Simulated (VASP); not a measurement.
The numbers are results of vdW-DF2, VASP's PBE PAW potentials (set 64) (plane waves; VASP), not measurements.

A VASP calculation is set up with these files.

### POSCAR
```
KZnF3
8.2325750
  0.5000000140   0.0000000000   0.0000000000
  0.0000000000   0.5000000140   0.0000000000
  0.0000000000   0.0000000000   0.5000000140
K Zn F
1 1 3
direct
  0.0000000000   0.0000000000   0.0000000000
  0.5000000000   0.5000000000   0.5000000000
  0.5000000000   0.0000000000   0.5000000000
  0.0000000000   0.5000000000   0.5000000000
  0.5000000000   0.5000000000   0.0000000000
```

### KPOINTS
```
Automatic mesh
0
gamma
 5 5 5
0 0 0
```

**INCAR**
```
SYSTEM = KZnF3
PREC = Accurate; ENCUT = 520; LREAL = .FALSE.
LASPH = .TRUE.
EDIFF = 1E-7; NELM = 100; ALGO = Normal
LMAXMIX = 4
ISMEAR = 0; SIGMA = 0.05
GGA = ML; LUSE_VDW = .TRUE.; AGGAC = 0.0
ZAB_VDW = -1.8867
ISIF = 2
LWAVE = .FALSE.; LCHARG = .FALSE.
```

POTCAR, in this order: K_sv Zn F (PBE.64 set). Program: vasp_std.

The run wrote:

OSZICAR:
```
       N       E                     dE             d eps       ncg     rms          rms(c)
DAV:   1     0.464840503460E+03    0.46484E+03   -0.22720E+04   500   0.197E+03
DAV:   2     0.231731828670E+02   -0.44167E+03   -0.43064E+03   588   0.497E+02
DAV:   3    -0.128597492950E+02   -0.36033E+02   -0.35880E+02   631   0.156E+02
DAV:   4    -0.136596026218E+02   -0.79985E+00   -0.79806E+00   783   0.215E+01
DAV:   5    -0.136713756177E+02   -0.11773E-01   -0.11767E-01   656   0.192E+00    0.124E+01
DAV:   6    -0.104474600266E+02    0.32239E+01   -0.12668E+01   694   0.438E+01    0.690E+00
DAV:   7    -0.105270679150E+02   -0.79608E-01   -0.18342E+00   515   0.931E+00    0.456E+00
DAV:   8    -0.105124691846E+02    0.14599E-01   -0.67912E-01   648   0.159E+01    0.170E+00
DAV:   9    -0.104723153638E+02    0.40154E-01   -0.12182E-01   741   0.996E+00    0.619E-01
DAV:  10    -0.104680136080E+02    0.43018E-02   -0.62979E-02   731   0.549E+00    0.154E-01
DAV:  11    -0.104682849823E+02   -0.27137E-03   -0.90827E-03   558   0.912E-01    0.405E-02
DAV:  12    -0.104683606879E+02   -0.75706E-04   -0.58567E-04   711   0.519E-01    0.576E-02
DAV:  13    -0.104683083080E+02    0.52380E-04   -0.29455E-04   676   0.598E-01    0.148E-02
DAV:  14    -0.104683128332E+02   -0.45252E-05   -0.89219E-05   564   0.660E-02    0.809E-03
DAV:  15    -0.104683115070E+02    0.13263E-05   -0.39783E-06   774   0.476E-02    0.348E-03
DAV:  16    -0.104683113501E+02    0.15691E-06   -0.14858E-06   589   0.904E-03    0.572E-04
DAV:  17    -0.104683113162E+02    0.33816E-07   -0.29149E-08   270   0.333E-03
   1 F= -.10468311E+02 E0= -.10468311E+02  d E =-.967012E-16
```

File OUTCAR:
```
------------------------ aborting loop because EDIFF is reached ----------------------------------------
  FORCE on cell =-STRESS in cart. coord.  units (eV):
  Direction    XX          YY          ZZ          XY          YZ          ZX
  --------------------------------------------------------------------------------------
  Total        1.0264183      1.0264183      1.0264183     -0.0000000     -0.0000000      0.0000000
  in kB       23.5785909     23.5785909     23.5785909     -0.0000000     -0.0000000      0.0000000
  external PRESSURE =      23.5785909 kB  Pullay stress =       0.0000000 kB
  volume of cell :       69.75
      direct lattice vectors                 reciprocal lattice vectors
     4.116287615  0.000000000  0.000000000     0.242937349  0.000000000  0.000000000
     0.000000000  4.116287615  0.000000000     0.000000000  0.242937349  0.000000000
     0.000000000  0.000000000  4.116287615     0.000000000  0.000000000  0.242937349
 POSITION                                       TOTAL-FORCE (eV/Angst)
 -----------------------------------------------------------------------------------
      0.00000      0.00000      0.00000         0.000000      0.000000      0.000000
      2.05814      2.05814      2.05814         0.000000      0.000000      0.000000
      2.05814      0.00000      2.05814         0.000000      0.000000      0.000000
      0.00000      2.05814      2.05814         0.000000      0.000000      0.000000
      2.05814      2.05814      0.00000         0.000000      0.000000      0.000000
 -----------------------------------------------------------------------------------
    total drift:                                0.000000     -0.000000     -0.000000
  FREE ENERGIE OF THE ION-ELECTRON SYSTEM (eV)
  ---------------------------------------------------
  free  energy   TOTEN  =       -10.4683113162 eV

  energy  without entropy=      -10.4683113162  energy(sigma->0) =      -10.46831132
```
(Selected blocks of OUTCAR.)

OUTCAR:
```
 val. band max:       -1.8071491411   @ k =   0.4000   0.4000   0.0000

 cond. band min:       2.0862314374   @ k =   0.0000   0.0000   0.0000


 Fermi energy:        -1.5268926605

 k-point     1 :       0.0000    0.0000    0.0000
  band No.  band energies     occupation
      1     -28.5179      2.00000
      2     -22.6880      2.00000
      3     -22.1284      2.00000
      4     -22.1284      2.00000
      5     -11.9820      2.00000
      6     -11.9820      2.00000
      7     -11.9820      2.00000
      8      -5.2788      2.00000
      9      -5.2788      2.00000
     10      -5.2788      2.00000
     11      -4.9525      2.00000
     12      -4.9525      2.00000
     13      -4.9525      2.00000
     14      -4.6598      2.00000
     15      -4.6598      2.00000
     16      -3.3505      2.00000
     17      -3.3505      2.00000
     18      -3.3505      2.00000
     19      -3.1643      2.00000
     20      -3.1643      2.00000
     21      -3.1643      2.00000
     22       2.0862      0.00000
     23       7.1723      0.00000
     24       7.1723      0.00000
     25       7.4692      0.00000

 k-point     2 :       0.2000    0.0000    0.0000
  band No.  band energies     occupation
      1     -28.5122      2.00000
      2     -22.6465      2.00000
      3     -22.1654      2.00000
      4     -22.1260      2.00000
      5     -11.9844      2.00000
      6     -11.9696      2.00000
      7     -11.9696      2.00000
      8      -5.9983      2.00000
      9      -5.2872      2.00000
     10      -5.2872      2.00000
     11      -5.0099      2.00000
     12      -5.0099      2.00000
     13      -4.9514      2.00000
     14      -4.6595      2.00000
     15      -4.1810      2.00000
     16      -3.4200      2.00000
     17      -3.3244      2.00000
     18      -3.3244      2.00000
     19      -3.2504      2.00000
     20      -3.1579      2.00000
     21      -3.1579      2.00000
     22       2.8140      0.00000
     23       7.2843      0.00000
...
```

The compound is KZnF3 in the cubic perovskite structure. This cell is one point of a volume scan, at 0.97 of the reference volume.
